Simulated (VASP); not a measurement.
Shape and ions are relaxed at each volume.

Given:

Os is modelled in the hexagonal space group P6₃/mmc (No. 194), the hcp (Mg type) structure, Pearson symbol hP2. Conventional cell: a = 2.824 Å, b = 2.824 Å, c = 4.452 Å, α = 90.00°, β = 90.00°, γ = 120.00°. Os on 2c is surrounded by 12 Os at 2.759–2.824 Å (anticuboctahedral). (Neighbours: up to the widest gap in distance over summed covalent radii, below 1.35, at either atom.)

Computed with vdW-DF2, VASP's PBE PAW potentials (set 64) (plane waves; VASP). Run with 520 eV cut-off, 15×15×8 Γ-centred mesh, first-order Methfessel-Paxton smearing of 0.10 eV, potentials Os.

Q: Give the energy at these volumes per atom, relative to the lowest: 14.45, 14.91, 15.37, 15.83, 16.29 Å³.

A: 63.0, 14.9, 0.0, 12.9, 49.0 meV/atom. A third-order Birch-Murnaghan fit gives B0 = 321 GPa and B0′ = 5.0.

Measured: bulk modulus 425 GPa at 0 K (computed value off by -24.5 %), as given by Vázquez-Parga, Fernández-Martínez, Viñes, J. Chem. Theory Comput. (2023), doi:10.1021/acs.jctc.3c00612, Supporting … [zero-point energy and finite temperature contributions removed].

The compound is Os in the hcp structure. It was relaxed first, which changed the volume by +10 %.
